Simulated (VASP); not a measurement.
VASP input:

### KPOINTS
```
Automatic
0
Gamma
  16 16 16
```

**INCAR**
```
! general
SYSTEM  = W
PREC    = Accurate
ENCUT   = 520
LREAL   = .FALSE.
LASPH   = .TRUE.

! electronic loop
EDIFF   = 1E-7
NELM    = 100
ALGO    = Normal
LMAXMIX = 6

! smearing
ISMEAR  = 1
SIGMA   = 0.1

! functional
GGA     = PE

! ions
ISIF    = 2

! output
LWAVE   = .FALSE.
LCHARG  = .FALSE.
```

File POSCAR:
```
W
1
   -1.5775000936     1.5775000936     1.5775000936
    1.5775000936    -1.5775000936     1.5775000936
    1.5775000936     1.5775000936    -1.5775000936
W
1
Direct
  0.0000000000   0.0000000000   0.0000000000
```

POTCAR, in this order: W_sv (PBE.64 set). Program: vasp_std.

**Question.** Write an equivalent input for Ansatz.

**Answer.** One equivalent input (not run):
Ansatz 0.2 input:
```yaml
crystal:
  lattice:
    - [-1.5775001, 1.5775001, 1.5775001]
    - [1.5775001, -1.5775001, 1.5775001]
    - [1.5775001, 1.5775001, -1.5775001]
  atoms:
    - { symbol: W, position: [0.0000000, 0.0000000, 0.0000000] }
kpoints:
  mp_grid: { grid: [16, 16, 16] }
hamiltonian:
  xc: pbe
  pseudopotentials: { kind: paw }
scf:
  occupations: { method: methfessel_paxton, width: 0.1 }
  max_iter: 100
output: { forces: true, stress: true, eigenvalues: true }
```
Limits of the translation: each code has its own PAW files, so the cut-off isn't converted (ENCUT is set for VASP's; basis.ecutwfc is left out, and Ansatz then takes the one that its files recommend); Ansatz stops its SCF on the density residual and VASP on the energy change (EDIFF).

The compound is W in the bcc structure. This cell is one point of a volume scan, at 0.97 of the reference volume.
